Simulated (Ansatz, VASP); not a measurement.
# Ga2TeS (Ga2STe monolayer) in two plane-wave programs

Aim: how closely do two programs agree when they are given the same cell, functional and k mesh? The cell is taken from a series of runs on this material, whose earlier steps may have relaxed, scaled, displaced or heated it; both programs get it as it stands.

Program: Ansatz 0.2.0. Level of theory: plane waves, with VASP 6.6.1 beside it; single point at PBE with D3(BJ). Results are calculated unless marked as measured.

**1. The structure**

The cell holds 4 atoms: 1 Te, 2 Ga and 1 S. Cell: a = 3.849 Å, b = 3.849 Å, c = 22.800 Å, α = 90.0°, β = 90.0°, γ = 120.0°. Vacuum lies along c.

**2. VASP: single point, PBE with D3(BJ)**

A single point gives forces, pressure and levels at one fixed geometry, so differences don't come from the geometry; what else differs is listed under the comparison.

Lines of VASP's logs that name or quote its potential files are left out, and so is its time.

The input, INCAR:

```
SYSTEM = Ga2TeS
PREC = Accurate
ENCUT = 400
EDIFF = 1E-06
NELM = 120
ISMEAR = -1
SIGMA = 0.02585
LREAL = .FALSE.
ALGO = Normal
GGA = PE
IVDW = 12
NBANDS = 25
LORBIT = 11
LWAVE = .FALSE.
LCHARG = .FALSE.
ISIF = 2
LDIPOL = .TRUE.
IDIPOL = 3
DIPOL = 0.5 0.5 0.505
LVHAR = .TRUE.
LASPH = .TRUE.
GGA_COMPAT = .FALSE.
EFERMI = MIDGAP
NELMDL = -8
```

The input, POSCAR:

```
Ga2TeS
1.0
    3.8488539047      0.0000000000      0.0000000000
   -1.9244269524      3.3332052569      0.0000000000
    0.0000000000      0.0000000000     22.7998301948
Te Ga S
1 2 1
Direct
    0.3333333333      0.6666666667      0.3947397820
    1.0000000000      0.0000000000      0.4555210952
    1.0000000000      0.0000000000      0.5627448121
    0.3333333333      0.6666666667      0.6052602180
```

The input, KPOINTS:

```
Automatic mesh
0
Gamma
12 12 1
0 0 0
```

PAW data sets: Te, Ga_d and S (PBE family, release 64).

On the command line:

```bash
> mpirun -np 1 vasp_std
```

Numbers of over 12 decimals in the logs are rounded to 6 here.

The log of the run:

```text
[banner, memory and clock lines left out]
running    1 mpi-ranks, on    1 nodes
 distrk:  each k-point on    1 cores,    1 groups
 distr:  one band on    1 cores,    1 groups

 POSCAR found type information on POSCAR TeGaS
 POSCAR found :  3 types and       4 ions
 LDA part: xc-table for (Slater+PW92), standard interpolation
 POSCAR, INCAR and KPOINTS ok, starting setup
 FFT: planning ... GRIDC
 FFT: planning ... GRID_SOFT
 FFT: planning ... GRID
 WAVECAR not read
 entering main loop
       N       E                     dE             d eps       ncg     rms          rms(c)
DAV:   1     0.226950002658E+03    0.22695E+03   -0.15116E+04  1070   0.118E+03
DAV:   2     0.101674652559E+02   -0.21678E+03   -0.21282E+03  1173   0.275E+02
DAV:   3    -0.140555799863E+02   -0.24223E+02   -0.24051E+02  1245   0.988E+01
DAV:   4    -0.151551852641E+02   -0.10996E+01   -0.10983E+01  1417   0.224E+01
DAV:   5    -0.151714491162E+02   -0.16264E-01   -0.16261E-01  1524   0.254E+00
DAV:   6    -0.151717914848E+02   -0.34237E-03   -0.34236E-03  1436   0.347E-01
DAV:   7    -0.151718011740E+02   -0.96892E-05   -0.96890E-05  1524   0.577E-02
DAV:   8    -0.151718015097E+02   -0.33567E-06   -0.33575E-06  1268   0.105E-02    0.829E+00
DAV:   9    -0.148320736566E+02    0.33973E+00   -0.82128E-01  1403   0.140E+01    0.507E+00
DAV:  10    -0.147967477520E+02    0.35326E-01   -0.54051E-01  1481   0.110E+01    0.141E+00
DAV:  11    -0.147994450378E+02   -0.26973E-02   -0.11038E-01  1156   0.345E+00    0.444E-01
DAV:  12    -0.147983755186E+02    0.10695E-02   -0.16392E-02  1226   0.130E+00    0.151E-01
DAV:  13    -0.147982137850E+02    0.16173E-03   -0.25468E-03  1148   0.581E-01    0.136E-01
DAV:  14    -0.147981868192E+02    0.26966E-04   -0.59193E-04  1236   0.344E-01    0.795E-02
[...]
DAV:  19    -0.147984645917E+02   -0.93296E-04   -0.80380E-06  1109   0.335E-02    0.473E-03
DAV:  20    -0.147984976397E+02   -0.33048E-04   -0.35424E-06   905   0.747E-03    0.239E-03
DAV:  21    -0.147985162914E+02   -0.18652E-04   -0.11889E-06   856   0.616E-03    0.137E-03
DAV:  22    -0.147985229776E+02   -0.66862E-05   -0.16548E-07   883   0.268E-03    0.111E-03
DAV:  23    -0.147985312569E+02   -0.82793E-05   -0.33055E-07   785   0.235E-03    0.439E-04
DAV:  24    -0.147985346081E+02   -0.33512E-05   -0.17760E-07   836   0.384E-03    0.507E-04
DAV:  25    -0.147985358869E+02   -0.12788E-05   -0.33832E-08   771   0.150E-03    0.399E-04
DAV:  26    -0.147985363107E+02   -0.42385E-06   -0.74881E-09   695   0.992E-04
   1 F= -.15699192E+02 E0= -.15699192E+02  d E =-.670247E-09
```

OUTCAR, selected parts (step 2):

```text
ion  position               nearest neighbor table
   1  0.333  0.667  0.395-   2 2.62   2 2.62   2 2.62
   2  0.000  0.000  0.456-   3 2.44   1 2.62   1 2.62   1 2.62
   3  0.000  0.000  0.563-   4 2.42   4 2.42   4 2.42   2 2.44
   4  0.333  0.667  0.605-   3 2.42   3 2.42   3 2.42

  LATTYP: Found a hexagonal cell.
 ALAT       =     3.8488539047
 C/A-ratio  =     5.9237972548

 Subroutine GETGRP returns: Found  6 space group operations
 (whereof  6 operations were pure point group operations)

The static configuration has the point symmetry C_3v.

 Found     19 irreducible k-points:

   k-points           NKPTS =     19   k-points in BZ     NKDIM =     19   number of bands    NBANDS=     25

   dimension x,y,z NGX =    28 NGY =   28 NGZ =  150
   dimension x,y,z NGXF=    56 NGYF=   56 NGZF=  300

   ENCUT  =  400.0 eV  29.40 Ry    5.42 a.u.   6.28  6.28 37.18*2*pi/ulx,y,z

   NELECT =      38.0000    total number of electrons

 k-points in reciprocal lattice and weights: Automatic mesh
   0.00000000  0.00000000  0.00000000       0.007
   0.08333333  0.00000000  0.00000000       0.042
   0.16666667 -0.00000000  0.00000000       0.042
   0.25000000  0.00000000  0.00000000       0.042
   0.33333333  0.00000000  0.00000000       0.042
   0.41666667  0.00000000  0.00000000       0.042
   0.50000000  0.00000000  0.00000000       0.021
   0.08333333  0.08333333  0.00000000       0.042
   0.16666667  0.08333333  0.00000000       0.083
[...]
0.33333333  0.25000000  0.00000000       0.083
   0.33333333  0.33333333  0.00000000       0.014

 dipolmoment           0.000000      0.000000      0.040768 electrons x Angstroem

 average (electrostatic) potential at core
       1 -95.8733       2 -72.0254       3 -72.4424       4 -93.5553

 E-fermi :  -1.3158

 k-point     1 :       0.0000    0.0000    0.0000
  band No.  band energies     occupation
    ...
     15      -3.9563      2.00000
     16      -3.9563      2.00000
     17      -2.6475      2.00000
     18      -1.7666      2.00000
     19      -1.7666      2.00000
     20      -0.8807      0.00000
     21       1.1837      0.00000
     22       1.9641      0.00000
     23       1.9641      0.00000
     24       2.5377      0.00000
    ...

 k-point     2 :       0.0833    0.0000    0.0000
  band No.  band energies     occupation
    ...
     15      -4.3401      2.00000
     16      -4.0398      2.00000
     17      -2.6393      2.00000
     18      -2.3908      2.00000
     19      -1.9279      2.00000
     20      -0.5193      0.00000
     21       1.4540      0.00000
     22       1.8536      0.00000
     23       2.1107      0.00000
     24       2.6259      0.00000
    ...

 k-point     3 :       0.1667   -0.0000    0.0000
  band No.  band energies     occupation
    ...
     15      -4.8662      2.00000
     16      -4.2520      2.00000
     17      -3.6790      2.00000
     18      -2.5050      2.00000
     19      -2.3050      2.00000
     20       0.0238      0.00000
     21       0.9265      0.00000
     22       2.2224      0.00000
     23       2.4218      0.00000
     24       2.6873      0.00000
    ...

 Edisp (eV)   -0.90066

  Total      -0.08338    -0.08338    -0.05751     0.00000     0.00000    -0.00000
  in kB      -0.45672    -0.45672    -0.31502     0.00000     0.00000    -0.00000
  external pressure =       -0.41 kB  Pullay stress =        0.00 kB

  energy-cutoff  :      400.00
  volume of cell :      292.50
      direct lattice vectors                 reciprocal lattice vectors
     3.848853905  0.000000000  0.000000000     0.259817604  0.150005764  0.000000000
    -1.924426952  3.333205257  0.000000000     0.000000000  0.300011527  0.000000000
     0.000000000  0.000000000 22.799830195     0.000000000  0.000000000  0.043859976

 POSITION                                       TOTAL-FORCE (eV/Angst)
 -----------------------------------------------------------------------------------
     -0.00000      2.22214      9.00000        -0.000000     -0.000000     -0.025112
      0.00000      0.00000     10.38580         0.000000      0.000000      0.019577
      0.00000      0.00000     12.83049        -0.000000     -0.000000     -0.010387
     -0.00000      2.22214     13.79983        -0.000000     -0.000000      0.015922
 -----------------------------------------------------------------------------------
    total drift:                                0.000001      0.000001     -0.001386

  FREE ENERGIE OF THE ION-ELECTRON SYSTEM (eV)
  ---------------------------------------------------
  free  energy   TOTEN  =       -15.6991916483 eV

  energy  without entropy=      -15.6991916476  energy(sigma->0) =      -15.69919165

 vacuum level on the upper side and lower side of the slab         3.555         2.980

 total charge
# of ion       s       p       d       tot
------------------------------------------
    1        1.382   2.033   0.036   3.451
    2        0.919   0.774   9.977  11.671
    3        0.880   0.670   9.996  11.546
    4        1.344   2.341   0.000   3.685
--------------------------------------------------
tot          4.525   5.818  20.009  30.352

[... 3 further parts left out ...]
```

**3. Ansatz: single point, PBE with D3(BJ)**

Ansatz runs on its PAW soft_1 files.

The same cell, functional, mesh and smearing now go to Ansatz, which takes its cutoff from its data sets.

The input, input.yaml:

```yaml
crystal:
  lattice:
    - [3.8488539047, 0.0, 0.0]
    - [-1.9244269524, 3.3332052569, 0.0]
    - [0.0, 0.0, 22.7998301948]
  atoms:
    - { symbol: Te, position: [0.3333333333, 0.6666666667, 0.394739782] }
    - { symbol: Ga, position: [0.0, 0.0, 0.4555210952] }
    - { symbol: Ga, position: [0.0, 0.0, 0.5627448121] }
    - { symbol: S, position: [0.3333333333, 0.6666666667, 0.605260218] }
kpoints:
  mp_grid: { grid: [12, 12, 1] }
  band_path:
    path: [[0, 0, 0], [0.5, 0, 0], [0.33333333, 0.33333333, 0], [0, 0, 0]]
    npoints: 16
hamiltonian:
  xc: pbe
  dispersion: d3bj
  pseudopotentials: { kind: paw, azcp: { folder: soft_1 } }
scf:
  occupations: { method: fermi_dirac, width: 0.02585 }
  convergence: { dr2_threshold: 1.0e-10 }
efield:
  axis: 3
  dipole_correction: true
  ramp_position: 0.97
  ramp_width: 0.06
  amplitude: 0
output:
  dos: { projected: true, e_range: [-6, 5] }
  write_potential: true
  write_density: true
  volumetric_format: npy
  elf: true
```

On the command line:

```bash
> ansatz run input.yaml --threads 2 --pin off --max-ram 3072MiB --backend cpu --events-out ev --progress --plain --runs-dir out
```

The log of the run:

```text
Engine: ansatz 0.2.0, aarch64-unknown-linux-gnu
Pseudopotentials: kind: paw
Pseudopotential: Te, paw, valence charge 16, recommended cutoff 420 eV (normal), soft_1/Te.paw.azcp
Pseudopotential: Ga, paw, valence charge 13, recommended cutoff 420 eV (normal), soft_1/Ga.paw.azcp
Pseudopotential: S, paw, valence charge 6, recommended cutoff 420 eV (normal), soft_1/S.paw.azcp
Functional definition: PBE
  parameter kappa = 0.804
  parameter beta = 0.066725
  exchange = pbe_x(kappa = kappa, mu = beta*pi^2/3)
  correlation = pbe_c(beta = beta)
Crystal: 4 atoms, lattice volume = 292.499 Å³
Basis set: ecut = 420 eV, 5717 PW (Γ)
Bands: 29, of which v1, the nominal top of the filled ones, is band 24 counted from 1 (23 counted from 0)
Symmetry: 6 space group operations
Space group: P3m1 (ITA 156), of the structure as read, at distance tolerance 6.6e-5 Å
k-points: 19 of 144 (time reversal used)
Non-local potential: Te, projectors of the file, l = 0: 2, l = 1: 2, l = 2: 2, l = 3: 1
Non-local potential: Ga, projectors of the file, l = 0: 2, l = 1: 2, l = 2: 3, l = 3: 1
Non-local potential: S, projectors of the file, l = 0: 2, l = 1: 2, l = 2: 1
PAW form: soft (Blöchl's): semilocal exchange-correlation on the pseudo side does not see the compensation charge
PAW one-centre angular grid: Te, 590 points (default); XC on 64 Gauss nodes
PAW one-centre angular grid: Ga, 590 points (default); XC on 64 Gauss nodes
PAW one-centre angular grid: S, 110 points (default); XC on 64 Gauss nodes
Initial density: superposition of atomic densities (neutral atoms: chi_scale 0, normalization atom)
Initial wavefunctions: pseudopotential atomic-orbital guess
Functional: x = pbe(κ = 0.804, μ = 0.219515), c = pbe(β = 0.066725)
SCF iter   1: F=—  HF=-15451.127789 eV  |F-HF|=—  |Δ(HF+E_count)|=         —  Δρ=2.10e-2  dr2=1.52e0  ethr=3.10e-3  p=-0.000 e·Å  D=-2.46e-6 V/Å  ΔV_dip=0.00 eV  dr2_dipole=6.02e-2  V_vac-E_F(+/−)=5.24/5.24 eV  ⟨swp⟩=10.1  Hψ=3135  notcnv=0
efield: sawtooth ramp at fractional position 0.9700 (set: `efield.ramp_position`, or a place that a band, a saddle search or an elastic batch's reference lends), width 0.0600; the density the first Hamiltonian is built on has a dipole p = -0.000 e·Å; the dipole correction subtracts the counter field D = -2.46e-6 V/Å, which shifts the + side's vacuum level by +0.00 eV against the − side's; the planar-averaged density in the ramp window peaks in size at 4.9e-6 e/Å³
preconditioner: auto → Resta (q_TF=auto, 2.019 Å⁻¹)  ε∞=2.0  [insulator: Δε(μ)=1.053 eV  Ē_g=13.501 eV  σ=0.026 eV  W_gap=1.00  n_scr=44 (ndim 8)  ℏωp=13.4 eV  f_vac=0.626  D(μ)=0.00/eV (n_scr^D=0)  ε∞_Penn≈2.0  vacuum switching on, ρ_ref=1.3e-2 e/Å³]
SCF iter   2: F=—  HF=-15450.892532 eV  |F-HF|=—  |Δ(HF+E_count)|=   2.35e-1  Δρ=1.18e-2  dr2=7.28e-1  ethr=3.10e-3  p=-0.118 e·Å  D=-7.31e-2 V/Å  ΔV_dip=1.67 eV  dr2_dipole=1.83e-1  V_vac-E_F(+/−)=5.88/4.21 eV  ⟨swp⟩=3.2  Hψ=988  notcnv=0  defer=17
SCF iter   3: F=—  HF=-15450.921194 eV  |F-HF|=—  |Δ(HF+E_count)|=   2.87e-2  Δρ=7.16e-3  dr2=8.66e-1  ethr=1.52e-3  p=0.062 e·Å  D=3.86e-2 V/Å  ΔV_dip=-0.88 eV  dr2_dipole=3.04e-1  V_vac-E_F(+/−)=4.19/5.07 eV  ⟨swp⟩=3.5  Hψ=887  notcnv=0  defer=19
SCF iter   4: F=—  HF=-15450.815102 eV  |F-HF|=—  |Δ(HF+E_count)|=   1.06e-1  Δρ=3.02e-3  dr2=4.52e-2  ethr=1.52e-3  p=-0.052 e·Å  D=-3.23e-2 V/Å  ΔV_dip=0.74 eV  dr2_dipole=5.39e-3  V_vac-E_F(+/−)=4.95/4.22 eV  ⟨swp⟩=3.0  Hψ=821  notcnv=0  defer=13
SCF iter   5: F=—  HF=-15450.812508 eV  |F-HF|=—  |Δ(HF+E_count)|=   2.59e-3  Δρ=1.16e-3  dr2=2.92e-3  ethr=9.43e-5  p=-0.042 e·Å  D=-2.58e-2 V/Å  ΔV_dip=0.59 eV  dr2_dipole=4.55e-7  V_vac-E_F(+/−)=4.89/4.30 eV  ⟨swp⟩=2.9  Hψ=789  notcnv=0  defer=16
SCF iter   6: F=—  HF=-15450.813145 eV  |F-HF|=—  |Δ(HF+E_count)|=   6.37e-4  Δρ=2.76e-4  dr2=2.35e-4  ethr=6.09e-6  p=-0.043 e·Å  D=-2.64e-2 V/Å  ΔV_dip=0.60 eV  dr2_dipole=3.19e-6  V_vac-E_F(+/−)=4.89/4.29 eV  ⟨swp⟩=2.1  Hψ=783  notcnv=0  defer=16
SCF iter   7: F=—  HF=-15450.813210 eV  |F-HF|=—  |Δ(HF+E_count)|=   6.49e-5  Δρ=1.17e-4  dr2=3.22e-5  ethr=4.89e-7  p=-0.043 e·Å  D=-2.63e-2 V/Å  ΔV_dip=0.60 eV  dr2_dipole=9.46e-9  V_vac-E_F(+/−)=4.88/4.28 eV  ⟨swp⟩=2.0  Hψ=888  notcnv=0  defer=16
SCF iter   8: F=—  HF=-15450.813249 eV  |F-HF|=—  |Δ(HF+E_count)|=   3.90e-5  Δρ=4.09e-5  dr2=9.46e-6  ethr=6.71e-8  p=-0.042 e·Å  D=-2.62e-2 V/Å  ΔV_dip=0.60 eV  dr2_dipole=8.35e-8  V_vac-E_F(+/−)=4.88/4.28 eV  ⟨swp⟩=2.0  Hψ=896  notcnv=0  defer=16
SCF iter   9: F=—  HF=-15450.813248 eV  |F-HF|=—  |Δ(HF+E_count)|=   1.32e-6  Δρ=1.29e-5  dr2=5.27e-7  ethr=1.97e-8  p=-0.042 e·Å  D=-2.63e-2 V/Å  ΔV_dip=0.60 eV  dr2_dipole=2.25e-9  V_vac-E_F(+/−)=4.88/4.28 eV  ⟨swp⟩=2.0  Hψ=809  notcnv=0  defer=16
SCF iter  10: F=—  HF=-15450.813264 eV  |F-HF|=—  |Δ(HF+E_count)|=   1.59e-5  Δρ=6.45e-6  dr2=8.64e-8  ethr=1.10e-9  p=-0.042 e·Å  D=-2.63e-2 V/Å  ΔV_dip=0.60 eV  dr2_dipole=2.48e-10  V_vac-E_F(+/−)=4.88/4.28 eV  ⟨swp⟩=2.0  Hψ=894  notcnv=0  defer=16
SCF iter  11: F=—  HF=-15450.813264 eV  |F-HF|=—  |Δ(HF+E_count)|=   1.64e-9  Δρ=1.44e-6  dr2=1.08e-8  ethr=1.80e-10  p=-0.042 e·Å  D=-2.63e-2 V/Å  ΔV_dip=0.60 eV  dr2_dipole=6.59e-10  V_vac-E_F(+/−)=4.88/4.28 eV  ⟨swp⟩=2.0  Hψ=896  notcnv=0  defer=16
SCF iter  12: F=—  HF=-15450.813264 eV  |F-HF|=—  |Δ(HF+E_count)|=   4.49e-9  Δρ=7.41e-7  dr2=5.21e-9  ethr=2.26e-11  p=-0.042 e·Å  D=-2.63e-2 V/Å  ΔV_dip=0.60 eV  dr2_dipole=1.58e-9  V_vac-E_F(+/−)=4.88/4.28 eV  ⟨swp⟩=2.0  Hψ=886  notcnv=0  defer=16
SCF iter  13: F=—  HF=-15450.813264 eV  |F-HF|=—  |Δ(HF+E_count)|=  3.47e-10  Δρ=4.20e-7  dr2=1.99e-9  ethr=1.09e-11  p=-0.042 e·Å  D=-2.63e-2 V/Å  ΔV_dip=0.60 eV  dr2_dipole=6.17e-10  V_vac-E_F(+/−)=4.88/4.28 eV  ⟨swp⟩=2.1  Hψ=634  notcnv=0  defer=16
SCF iter  14: F=—  HF=-15450.813264 eV  |F-HF|=—  |Δ(HF+E_count)|=  3.40e-10  Δρ=2.17e-7  dr2=3.00e-10  ethr=4.14e-12  p=-0.042 e·Å  D=-2.63e-2 V/Å  ΔV_dip=0.60 eV  dr2_dipole=5.72e-11  V_vac-E_F(+/−)=4.88/4.28 eV  ⟨swp⟩=1.7  Hψ=581  notcnv=0  defer=16
SCF iter  15: F=-15450.813264 eV  HF=-15450.813264 eV  |F-HF|=1.82e-11  |Δ(HF+E_count)|=  1.35e-10  Δρ=7.21e-8  dr2=3.61e-11  ethr=1.00e-12  p=-0.042 e·Å  D=-2.63e-2 V/Å  ΔV_dip=0.60 eV  dr2_dipole=8.14e-12  V_vac-E_F(+/−)=4.88/4.28 eV  ⟨swp⟩=9.7  Hψ=1555  notcnv=0
SCF 1 converged in 15 iterations: F = -15450.813264 eV  dr2 = 3.61e-11
  greatest PAW one-centre occupation: 0.998 electrons in one spin orbital (limit 2), on the Te atom at site 0 (counted from 0), in its partial waves of l = 2
NSCF: frozen V_eff on 49 k-points
efield: sawtooth ramp at fractional position 0.9700 (kept from the solve that this one continues, or follows in the run), width 0.0600; the density the first Hamiltonian is built on has a dipole p = -0.042 e·Å; the dipole correction subtracts the counter field D = -2.63e-2 V/Å, which shifts the + side's vacuum level by +0.60 eV against the − side's; the planar-averaged density in the ramp window peaks in size at 5.0e-6 e/Å³
WARN: The output density's exchange-correlation potential varies sharply where the density is thin. Do not read a vacuum level from v_tot or v_xc, or from such a field of the output density. On a cell that repeats whose density bears no net charge and no dipole along the vacuum's axis use v_es (v_loc + v_h of the components); under efield.dipole_correction with no amplitude use v_es + v_field, which holds any externa [...]
SCF converged after 15 iterations
Free energy (F): -15450.813264 eV
Harris-Foulkes:  -15450.813264 eV  (|F-HF|=1.82e-11)
Internal energy: -15450.813264 eV  (E = F + TS)
E sigma→0 (E₀):  -15450.813264 eV
Fermi energy:    -0.367965 eV
Dipole field:    D = -0.026280 V/Å  (p = -0.042481 e·Å, saw-weighted, corrected)
Work function:   Φ+ = 4.8829 eV   Φ− = 4.2838 eV
Levels:          The Fermi level and band energies are counted from a zero that moves with the ramp; work functions are not
--- Per-component energies (eV) ---
  E_band       = -798.769432
  E_kinetic    = 499.741159
  E_local      = -36475.987251  (includes V_loc(G=0)·N_el)
  E_nonlocal   = -86.393532
  E_hartree    = 18388.445111
  E_xc         = -336.815702
  E_vxc        = -294.822698  (∫ρ·V_xc dr)
  E_paw        = -9261.692034  (= ΣΔE_a)
  E_vpaw       = -1217.709771  (= ΣTr[D̂ρ^β])
  E_aug_tail   = -0.000321  (compensation charges beyond the density's cutoff)
  E_efield     = 0.000558  (sawtooth field / dipole correction)
  E_vefield    = -0.487305  (∫n·V_field dr)
  E_ewald      = 11822.789509
  E_disp       = -0.900761  (pairwise vdW)
  E_smearing   = -0.000000  (= −TS)
  E_closure    = -0.000000  (closes the sum)
  Σ components = -15450.813264   (vs F -15450.813264, Δ=0.00e0)
--- Band table (eV; the first three rows and the last of 19) ---
  k-point 0: bands = [... 20 lower, -3.0122, -1.7071, -0.8229, -0.8229, 0.0689, 2.1437, 2.9046, 2.9046, ... 1 higher]
  k-point 1: bands = [... 20 lower, -3.0957, -1.6948, -1.4478, -0.9838, 0.4292, 2.4050, 2.7986, 3.0504, ... 1 higher]
  k-point 2: bands = [... 20 lower, -3.3079, -2.7288, -1.5654, -1.3599, 0.9710, 1.8732, 3.1704, 3.3602, ... 1 higher]
  k-point 18: bands = [... 20 lower, -4.6981, -3.5581, -3.0714, -2.7105, 0.9618, 1.5381, 3.2467, 3.8561, ... 1 higher]
```

**4. Comparison**

Known differences besides the potentials themselves: the data sets hold 48 valence electrons in Ansatz (on its PAW soft_1 files) and 38 in VASP; the cutoff is 420 eV in Ansatz and 400 eV in VASP. Total energies have different zeros and are not compared.

Compared:

```tsv
quantity	Ansatz	VASP	difference
gap on the k mesh (eV)	0.892	0.886	+0.006
```

A gap on the mesh is an upper bound, since the band edges may lie between its points. With vacuum in the cell, a pressure given here is an average over mostly empty space and none of the material.

**5. Summary of results**

```json
{
  "difference in gap on the k mesh (single point, PBE with D3(BJ))": "0.0058 eV"
}
```

In words: The difference in gap on the k mesh is 0.0058 eV (single point, PBE with D3(BJ)), within the 0.08 eV picked in this series as the mark of a large difference. The data sets hold unlike numbers of valence electrons (48 in Ansatz and 38 in VASP), so part of the differences comes from the potentials. How closely two codes agree says nothing of how well the functional describes the real material.

[Lines on the potential files, build, host, timing and source positions are cut from VASP's logs without a mark.]

[Logs are printed without paths, hosts, clocks, repeated set-up lines and the standing remarks that a program may print on its own settings, such as how far it seeks lower states.]

[Hosts, paths, dates, database ids (printed as entryN), source tags and the programs' standing remarks are cut or masked in the printed files.]
